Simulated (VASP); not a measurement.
# Quasiparticle energies of GaP in VASP, part 2 of 3

Wanted: how far GW moves the Kohn-Sham levels of GaP. The cell is of the zinc-blende type, one of the forms listed for this formula. The start is a cell from a database of measured crystal structures.

VASP 6.6.1, plane waves and PAW; the level of theory is named at each step.

So far, gap on the k-mesh (eV): step 3 (empty bands, k-mesh 4×4×4) 1.62.

## Step 4: G0W0, k-mesh 4×4×4

This step: G0W0 on PBE; plane waves and PAW (Ga_d_GW, P_GW) (VASP 6.6.1).

G0W0 keeps orbitals and screening fixed and shifts each of the lowest NBANDSGW levels once.

INCAR

```
SYSTEM = GaP
PREC = Accurate
ENCUT = 430
ISMEAR = 0
SIGMA = 0.01
LREAL = .FALSE.
GGA = PE
NBANDS = 96
ALGO = EVGW0
NELMGW = 1
ENCUTGW = 100
NOMEGA = 48
PRECFOCK = Fast
NBANDSGW = 24
LWAVE = .FALSE.
LCHARG = .FALSE.
```

POSCAR

```
GaP
1.0
    0.0000000000      2.7252500000      2.7252500000
    2.7252500000      0.0000000000      2.7252500000
    2.7252500000      2.7252500000      0.0000000000
Ga P
1 1
Direct
    0.0000000000      0.0000000000      0.0000000000
    0.2500000000      0.2500000000      0.2500000000
```

KPOINTS

```
Automatic mesh
0
Gamma
4 4 4
0 0 0
```

Potentials, in the order of the species: Ga_d_GW and P_GW (PBE family, release 64).

On the command line:

```sh
> mpirun -np 8 vasp_std
```

What it wrote:

```text
[banner, memory and clock lines left out]
running    8 mpi-ranks, on    1 nodes
 distrk:  each k-point on    8 cores,    1 groups
 distr:  one band on    1 cores,    8 groups

 POSCAR found type information on POSCAR GaP
 POSCAR found :  2 types and       2 ions
 [... a notice as in an earlier step ...]

|                                                                             |
|           W    W    AA    RRRRR   N    N  II  N    N   GGGG   !!!           |
|           W    W   A  A   R    R  NN   N  II  NN   N  G    G  !!!           |
|           W    W  A    A  R    R  N N  N  II  N N  N  G       !!!           |
|           W WW W  AAAAAA  RRRRR   N  N N  II  N  N N  G  GGG   !            |
|           WW  WW  A    A  R   R   N   NN  II  N   NN  G    G                |
|           W    W  A    A  R    R  N    N  II  N    N   GGGG   !!!           |
|                                                                             |
|     The default for ENCUTGWSOFT is different in this version of VASP.       |
|     please manually set ENCUTGWSOFT =100 in the INCAR file.                 |
|                                                                             |

 LDA part: xc-table for (Slater+PW92), standard interpolation
 found WAVECAR, reading the header
 POSCAR, INCAR and KPOINTS ok, starting setup
 FFT: planning ... GRIDC
 FFT: planning ... GRID_SOFT
 FFT: planning ... GRID
 reading WAVECAR
 the WAVECAR file was read successfully
 initial charge from wavefunction
 available memory per node:     86.57 GB, setting MAXMEM to     88652

 The Fermi energy was updated, please check that it is located mid-gap
 values below the HOMO (VB) or above the LUMO (CB) will cause erroneous energies
 E-fermi :   5.2175

 calculate exact exchange contribution
 the WAVEDER file was read successfully
energies w=
    0.000    0.000    0.622    0.000    1.242    0.000    1.857    0.000
    2.465    0.000    3.064    0.000    3.653    0.000    4.232    0.000
    4.800    0.000    5.357    0.000    5.905    0.000    6.444    0.000
    6.975    0.000    7.499    0.000    8.019    0.000    8.536    0.000
    9.052    0.000    9.569    0.000   10.090    0.000   10.616    0.000
   11.151    0.000   11.697    0.000   12.258    0.000   12.836    0.000
   13.437    0.000   14.065    0.000   14.724    0.000   15.422    0.000
   16.165    0.000   16.964    0.000   17.827    0.000   18.768    0.000
   19.804    0.000   20.954    0.000   22.245    0.000   23.710    0.000
   25.394    0.000   27.357    0.000   29.681    0.000   32.481    0.000
   35.930    0.000   40.287    0.000   45.966    0.000   53.673    0.000
   64.719    0.000   81.832    0.000  111.794    0.000  177.447    0.000
 responsefunction array rank=     104
 LDA part: xc-table for (Slater+PW92), standard interpolation

 min. memory requirement per mpi rank     85.6 MB, per node    685.1 MB

 allocating   6 responsefunctions rank=   104
 shmem allocating  48 responsefunctions rank=   104
 response function shared by NCSHMEM nodes    1
 Doing            6  frequencies on each core in blocks of           48
NQ=   1    0.0000    0.0000    0.0000,
|.........|.........|.........|.........|.........|.........|.........|.........
 performed        137000 updates of chi_q(r,r)
 total number of BLAS operations          8.69 Gflops
NQ=   2    0.2500    0.0000    0.0000,
|.........|.........|.........|.........|.........|.........|.........|.........
 performed        403000 updates of chi_q(r,r)
 total number of BLAS operations         27.90 Gflops
NQ=   3    0.5000    0.0000    0.0000,
|.........|.........|.........|.........|.........|.........|.........|.........
 performed        632000 updates of chi_q(r,r)
 total number of BLAS operations         42.76 Gflops
NQ=   4    0.2500    0.2500    0.0000,
|.........|.........|.........|.........|.........|.........|.........|.........
 performed        898000 updates of chi_q(r,r)
 total number of BLAS operations         57.78 Gflops
NQ=   5    0.5000    0.2500    0.0000,
|.........|.........|.........|.........|.........|.........|.........|.........
 performed       1265000 updates of chi_q(r,r)
 total number of BLAS operations         83.75 Gflops
NQ=   6   -0.2500    0.2500    0.0000,
|.........|.........|.........|.........|.........|.........|.........|.........
 performed       1595000 updates of chi_q(r,r)
 total number of BLAS operations        106.63 Gflops
NQ=   7    0.5000    0.5000    0.0000,
|.........|.........|.........|.........|.........|.........|.........|.........
 performed       1796000 updates of chi_q(r,r)
 total number of BLAS operations        120.28 Gflops
NQ=   8   -0.2500    0.5000    0.2500,
|.........|.........|.........|.........|.........|.........|.........|.........
 performed       2052000 updates of chi_q(r,r)
 total number of BLAS operations        140.83 Gflops
 resolving degeneracies of screened two electron integrals

 calculate QP shifts <psi_nk| G(iteration)W_0 |psi_nk>: iteration 1
 entering main loop
```

It took 22 s on 8 MPI ranks of AMD EPYC 7R43, shared host; peak memory 1 GiB; 2.8 min of CPU time.

From OUTCAR (step 4):

```text
The static configuration has the point symmetry T_d .

 Found      8 irreducible k-points:

   k-points           NKPTS =      8   k-points in BZ     NKDIM =     64   number of bands    NBANDS=     96

   NELECT =      18.0000    total number of electrons

 E-fermi :   5.2175

 QP shifts <psi_nk| G(iteration)W_0 |psi_nk>: iteration 1
 for sc-GW calculations column KS-energies equals QP-energies in previous step
 and V_xc(KS)=  KS-energies - (<T + V_ion + V_H > + <T+V_H+V_ion>^1  + <V_x>^1)
 k-point   1 :       0.0000    0.0000    0.0000
  band No.  KS-energies  QP-energies   sigma(KS)   V_xc(KS)     V^pw_x(r,r')   Z            occupation Imag(sigma)
    ...
      6      -8.0963      -8.5147     -12.0118     -11.3620     -18.6678       0.6439       2.0000       1.0540
      7       4.4052       3.9744     -13.1770     -12.6166     -14.6171       0.7688       2.0000       0.0579
      8       4.4052       3.9744     -13.1770     -12.6166     -14.6171       0.7688       2.0000       0.0579
      9       4.4052       3.9744     -13.1770     -12.6166     -14.6171       0.7688       2.0000       0.0579
     10       6.2183       6.7084     -10.9895     -11.6281      -6.8650       0.7674       0.0000      -0.0730
     11       8.2588       8.5362     -10.1219     -10.4838      -5.8174       0.7664       0.0000      -0.0914
     12       8.2588       8.5362     -10.1219     -10.4838      -5.8174       0.7664       0.0000      -0.0914
     13       8.2588       8.5362     -10.1219     -10.4838      -5.8174       0.7664       0.0000      -0.0914
    ...

 k-point   2 :       0.2500    0.0000    0.0000
  band No.  KS-energies  QP-energies   sigma(KS)   V_xc(KS)     V^pw_x(r,r')   Z            occupation Imag(sigma)
    ...
      6      -7.3204      -7.7934     -12.4346     -11.7333     -18.8631       0.6745       2.0000       0.9835
      7       0.5160       0.0211     -12.2720     -11.5955     -14.8230       0.7317       2.0000       0.1318
      8       3.7384       3.2763     -12.8432     -12.2380     -14.4104       0.7635       2.0000       0.0614
      9       3.7384       3.2763     -12.8432     -12.2380     -14.4104       0.7635       2.0000       0.0614
     10       6.5414       6.9048     -10.4328     -10.9046      -6.3734       0.7702       0.0000      -0.0757
     11       9.1167       9.4018     -10.2427     -10.6187      -5.7136       0.7583       0.0000      -0.1101
     12       9.1167       9.4018     -10.2427     -10.6187      -5.7136       0.7583       0.0000      -0.1101
     13      10.7465      11.0410     -10.5840     -10.9795      -5.6150       0.7444       0.0000      -0.1598
    ...

 k-point   3 :       0.5000    0.0000    0.0000
  band No.  KS-energies  QP-energies   sigma(KS)   V_xc(KS)     V^pw_x(r,r')   Z            occupation Imag(sigma)
    ...
      6      -6.0267      -6.5179     -13.1548     -12.4491     -19.2274       0.6961       2.0000       0.8349
      7      -2.2488      -2.7896     -11.5030     -10.7384     -15.2543       0.7074       2.0000       0.3173
      8       3.2811       2.7899     -12.7264     -12.0794     -14.4629       0.7593       2.0000       0.0677
      9       3.2811       2.7899     -12.7264     -12.0794     -14.4629       0.7593       2.0000       0.0677
     10       6.0580       6.3905     -10.4138     -10.8435      -6.4940       0.7737       0.0000      -0.0708
     11       9.0900       9.3220      -9.9170     -10.2209      -5.4024       0.7633       0.0000      -0.1107
     12       9.0900       9.3220      -9.9170     -10.2209      -5.4024       0.7633       0.0000      -0.1107
     13      12.6742      12.5639      -8.4800      -8.3336      -3.0196       0.7535       0.0000      -0.2694
    ...

[... 7 parts as in an earlier step ...]

[... 5 further parts left out ...]
```

This step gave:

```yaml
quasiparticle_gap_on_the_mesh: 2.034 eV
smallest_direct_quasiparticle_gap_on_the_mesh: 2.734 eV
gap_of_the_starting_orbitals_on_the_mesh: 1.625 eV
```

GW takes the gap from 1.625 to 2.034 eV. The mesh misses a band edge: at the starting level the path gave a gap 0.05 eV smaller. Spin-orbit coupling is left out. The value holds for 96 bands, ENCUTGW = 100 eV and this mesh, and isn't shown to be converged in them.

## Step 5: Ground state, k-mesh 6×6×6

This step: PBE; plane waves and PAW (Ga_d_GW, P_GW) (VASP 6.6.1).

The orbitals come from a self-consistent PBE run. A small SIGMA keeps every occupation at zero or full.

INCAR

```
SYSTEM = GaP
PREC = Accurate
ENCUT = 430
EDIFF = 1E-08
NELM = 100
ISMEAR = 0
SIGMA = 0.01
LREAL = .FALSE.
ALGO = Normal
GGA = PE
NBANDS = 15
LORBIT = 11
LWAVE = .TRUE.
LCHARG = .FALSE.
KPAR = 8
```

POSCAR is that of step 4.

KPOINTS

```
Automatic mesh
0
Gamma
6 6 6
0 0 0
```

On the command line:

```sh
> mpirun -np 8 vasp_std
```

What it wrote:

```text
[banner, memory and clock lines left out]
running    8 mpi-ranks, on    1 nodes
[...]
[... a notice as in an earlier step ...]

 LDA part: xc-table for (Slater+PW92), standard interpolation
 POSCAR, INCAR and KPOINTS ok, starting setup
[...]
entering main loop
       N       E                     dE             d eps       ncg     rms          rms(c)
DAV:   1     0.119105920475E+03    0.11911E+03   -0.93907E+03   504   0.134E+03
DAV:   2     0.854297588745E+00   -0.11825E+03   -0.11326E+03   529   0.339E+02
DAV:   3    -0.899851466746E+01   -0.98528E+01   -0.97679E+01   691   0.118E+02
DAV:   4    -0.936168862427E+01   -0.36317E+00   -0.36307E+00   699   0.232E+01
[...]
DAV:  11    -0.908161874955E+01   -0.11681E-04   -0.21014E-05   760   0.481E-02    0.301E-03
DAV:  12    -0.908161938939E+01   -0.63984E-06   -0.13615E-06   600   0.946E-03    0.387E-04
DAV:  13    -0.908161938167E+01    0.77175E-08   -0.34830E-08   688   0.139E-03
   1 F= -.90816194E+01 E0= -.90816194E+01  d E =-.129102E-35
 writing wavefunctions
```

It took 3.4 s on 8 MPI ranks; peak memory 1.1 GiB; 22 s of CPU time.

OUTCAR, selected parts (step 5):

```text
  Total        0.6270759      0.6270759      0.6270759      0.0000000      0.0000000      0.0000000
  in kB       24.8188481     24.8188481     24.8188481      0.0000000      0.0000000      0.0000000
  external PRESSURE =      24.8188481 kB  Pullay stress =       0.0000000 kB

  FREE ENERGIE OF THE ION-ELECTRON SYSTEM (eV)
  ---------------------------------------------------
  free  energy   TOTEN  =        -9.0816193817 eV

  energy  without entropy=       -9.0816193817  energy(sigma->0) =       -9.08161938

[... 2 parts as in an earlier step ...]

[... 2 further parts left out ...]
[key lines of the parts left out:]
E-fermi :   4.4506
```

The cell has a gap of 1.65 eV on this mesh and a pressure of +2.5 GPa, which holds the misfit of the given cell and coordinates with this functional, and any error of cutoff, mesh and data sets. Spin-orbit coupling is left out, which can shift or reorder these edges.

## Step 6: Empty bands, k-mesh 6×6×6

The empty bands are made again, for the run that follows.

INCAR

```
SYSTEM = GaP
PREC = Accurate
ENCUT = 430
ISMEAR = 0
SIGMA = 0.01
LREAL = .FALSE.
GGA = PE
NBANDS = 96
ALGO = Exact
NELM = 1
LWAVE = .TRUE.
LCHARG = .FALSE.
LOPTICS = .TRUE.
NEDOS = 1000
CSHIFT = 0.1
```

POSCAR is that of step 5.

KPOINTS is that of step 5.

On the command line:

```sh
> mpirun -np 8 vasp_std
```

What it wrote:

```text
[... set-up lines as in an earlier step ...]
 entering main loop
       N       E                     dE             d eps       ncg     rms          rms(c)
DIA:   1    -0.908161938754E+01   -0.90816E+01    0.00000E+00     0   0.000E+00
   1 F= -.90816194E+01 E0= -.90816194E+01  d E =-.965539E-13
 writing wavefunctions
 optical routines
 imaginary and real dielectric function
 recalculating local potential from charge density
 direction            1
 direction            2
 direction            3
```

It took 7.4 s on 8 MPI ranks; peak memory 0.95 GiB.

From OUTCAR (step 6):

```text
  Total        0.6261623      0.6261623      0.6261623      0.0000000      0.0000000      0.0000000
  in kB       24.7826926     24.7826926     24.7826926      0.0000000      0.0000000      0.0000000
  external PRESSURE =      24.7826926 kB  Pullay stress =       0.0000000 kB

  FREE ENERGIE OF THE ION-ELECTRON SYSTEM (eV)
  ---------------------------------------------------
  free  energy   TOTEN  =        -9.0816193875 eV

  energy  without entropy=       -9.0816193875  energy(sigma->0) =       -9.08161939

[... 2 parts as in an earlier step ...]

[... 2 further parts left out ...]
[key lines of the parts left out:]
E-fermi :   4.4103
```

## Step 7: G0W0, k-mesh 6×6×6

This step: G0W0 on PBE; plane waves and PAW (Ga_d_GW, P_GW) (VASP 6.6.1).

The mesh goes to 6×6×6.

INCAR

```
SYSTEM = GaP
PREC = Accurate
ENCUT = 430
ISMEAR = 0
SIGMA = 0.01
LREAL = .FALSE.
GGA = PE
NBANDS = 96
ALGO = EVGW0
NELMGW = 1
ENCUTGW = 100
NOMEGA = 48
PRECFOCK = Fast
NBANDSGW = 24
LWAVE = .FALSE.
LCHARG = .FALSE.
```

POSCAR is that of step 6.

KPOINTS is that of step 6.

On the command line:

```sh
> mpirun -np 8 vasp_std
```

What it wrote:

```text
[banner, memory and clock lines left out]
running    8 mpi-ranks, on    1 nodes
[...]
[... a notice as in an earlier step ...]

 [... a notice as in an earlier step ...]

 LDA part: xc-table for (Slater+PW92), standard interpolation
 found WAVECAR, reading the header
 POSCAR, INCAR and KPOINTS ok, starting setup
[...]
reading WAVECAR
 the WAVECAR file was read successfully
 initial charge from wavefunction
 available memory per node:     86.53 GB, setting MAXMEM to     88608

 The Fermi energy was updated, please check that it is located mid-gap
 values below the HOMO (VB) or above the LUMO (CB) will cause erroneous energies
 E-fermi :   5.1885

 calculate exact exchange contribution
 the WAVEDER file was read successfully
energies w=
    0.000    0.000    0.590    0.000    1.177    0.000    1.760    0.000
    2.336    0.000    2.904    0.000    3.462    0.000    4.010    0.000
    4.549    0.000    5.077    0.000    5.596    0.000    6.107    0.000
[...]
total number of BLAS operations        621.16 Gflops
NQ=  12   -0.3333    0.3333    0.0000,
|.........|.........|.........|.........|.........|.........|.........|.........
 performed      10357000 updates of chi_q(r,r)
 total number of BLAS operations        685.70 Gflops
NQ=  13    0.5000    0.5000    0.0000,
|.........|.........|.........|.........|.........|.........|.........|.........
 performed      10907000 updates of chi_q(r,r)
 total number of BLAS operations        722.95 Gflops
NQ=  14    0.5000    0.3333    0.1667,
|.........|.........|.........|.........|.........|.........|.........|.........
 performed      12166000 updates of chi_q(r,r)
 total number of BLAS operations        806.42 Gflops
NQ=  15   -0.3333    0.3333    0.1667,
|.........|.........|.........|.........|.........|.........|.........|.........
 performed      13352000 updates of chi_q(r,r)
 total number of BLAS operations        890.26 Gflops
NQ=  16   -0.3333    0.5000    0.1667,
|.........|.........|.........|.........|.........|.........|.........|.........
 performed      14330000 updates of chi_q(r,r)
 total number of BLAS operations        956.54 Gflops
 resolving degeneracies of screened two electron integrals

 calculate QP shifts <psi_nk| G(iteration)W_0 |psi_nk>: iteration 1
 entering main loop
```

It took 2.5 min on 8 MPI ranks; peak memory 1.7 GiB; 20 min of CPU time.

From OUTCAR (step 7):

```text
 QP shifts <psi_nk| G(iteration)W_0 |psi_nk>: iteration 1
 for sc-GW calculations column KS-energies equals QP-energies in previous step
 and V_xc(KS)=  KS-energies - (<T + V_ion + V_H > + <T+V_H+V_ion>^1  + <V_x>^1)
 k-point   1 :       0.0000    0.0000    0.0000
  band No.  KS-energies  QP-energies   sigma(KS)   V_xc(KS)     V^pw_x(r,r')   Z            occupation Imag(sigma)
    ...
      6      -8.1293      -8.5134     -11.9662     -11.3657     -18.6847       0.6396       2.0000       1.0455
      7       4.3650       3.9348     -13.1747     -12.6105     -14.3547       0.7626       2.0000       0.0527
      8       4.3650       3.9348     -13.1747     -12.6105     -14.3547       0.7626       2.0000       0.0527
      9       4.3650       3.9348     -13.1747     -12.6105     -14.3547       0.7626       2.0000       0.0527
     10       6.1861       6.6764     -10.9919     -11.6286      -7.1651       0.7701       0.0000      -0.0662
     11       8.2449       8.5418     -10.1013     -10.4894      -5.9230       0.7649       0.0000      -0.0851
     12       8.2449       8.5418     -10.1013     -10.4894      -5.9230       0.7649       0.0000      -0.0851
     13       8.2449       8.5418     -10.1013     -10.4894      -5.9230       0.7649       0.0000      -0.0851
    ...

[... 1 part as in an earlier step ...]

[... 2 further parts left out ...]
[key lines of the parts left out:]
E-fermi :   5.1885
```

The gap is now 2.085 eV, +51 meV against the GW run before. Spin-orbit coupling is left out.

## Step 8: Ground state, k-mesh 8×8×8

This step: PBE; plane waves and PAW (Ga_d_GW, P_GW) (VASP 6.6.1).

The comparison at this point.

INCAR

```
SYSTEM = GaP
PREC = Accurate
ENCUT = 430
EDIFF = 1E-08
NELM = 100
ISMEAR = 0
SIGMA = 0.01
LREAL = .FALSE.
ALGO = Normal
GGA = PE
NBANDS = 15
LORBIT = 11
LWAVE = .TRUE.
LCHARG = .FALSE.
KPAR = 8
```

POSCAR is that of step 7.

KPOINTS

```
Automatic mesh
0
Gamma
8 8 8
0 0 0
```

On the command line:

```sh
> mpirun -np 8 vasp_std
```

What it wrote:

```text
[... set-up lines as in an earlier step ...]
 entering main loop
       N       E                     dE             d eps       ncg     rms          rms(c)
DAV:   1     0.117970335670E+03    0.11797E+03   -0.95569E+03   926   0.137E+03
DAV:   2    -0.188456325432E+00   -0.11816E+03   -0.11352E+03   954   0.324E+02
DAV:   3    -0.904285983228E+01   -0.88544E+01   -0.87981E+01  1228   0.109E+02
DAV:   4    -0.936964954919E+01   -0.32679E+00   -0.32668E+00  1280   0.225E+01
[...]
DAV:  11    -0.909542966750E+01   -0.11930E-04   -0.20102E-05  1277   0.447E-02    0.287E-03
DAV:  12    -0.909543028651E+01   -0.61902E-06   -0.13461E-06  1147   0.925E-03    0.325E-04
DAV:  13    -0.909543028221E+01    0.43096E-08   -0.36079E-08  1250   0.146E-03
   1 F= -.90954303E+01 E0= -.90954303E+01  d E =-.134635E-12
 writing wavefunctions
```

The job ended after 4.6 s (8 MPI ranks; peak memory 1.1 GiB; 31 s of CPU time).

From OUTCAR (step 8):

```text
  Total        0.6228562      0.6228562      0.6228562     -0.0000000     -0.0000000     -0.0000000
  in kB       24.6518410     24.6518410     24.6518410     -0.0000000     -0.0000000     -0.0000000
  external PRESSURE =      24.6518410 kB  Pullay stress =       0.0000000 kB

 POSITION                                       TOTAL-FORCE (eV/Angst)
 -----------------------------------------------------------------------------------
      0.00000      0.00000      0.00000         0.000000      0.000000     -0.000000
      1.36262      1.36262      1.36262        -0.000000     -0.000000      0.000000
 -----------------------------------------------------------------------------------
    total drift:                                0.000011      0.000011      0.000011

  FREE ENERGIE OF THE ION-ELECTRON SYSTEM (eV)
  ---------------------------------------------------
  free  energy   TOTEN  =        -9.0954302822 eV

  energy  without entropy=       -9.0954302822  energy(sigma->0) =       -9.09543028

[... 1 part as in an earlier step ...]

[... 2 further parts left out ...]
[key lines of the parts left out:]
E-fermi :   4.4025
```

The cell has a gap of 1.64 eV on this mesh and a pressure of +2.5 GPa, which holds the misfit of the given cell and coordinates with this functional, and any error of cutoff, mesh and data sets. Spin-orbit coupling is left out, which can shift or reorder these edges.

(Continued in part 3 of 3.)

[Lines on the potential files, build, host, timing and source positions are cut from VASP's logs without a mark.]

[Logs are printed without paths, hosts, clocks, repeated set-up lines and the standing remarks that a program may print on its own settings, such as how far it seeks lower states.]

[Hosts, paths, dates, database ids (printed as entryN), source tags and the programs' standing remarks are cut or masked in the printed files.]

[Pressures printed for these runs are not shown converged in the cutoff: they can be off by several GPa and have the wrong sign.]
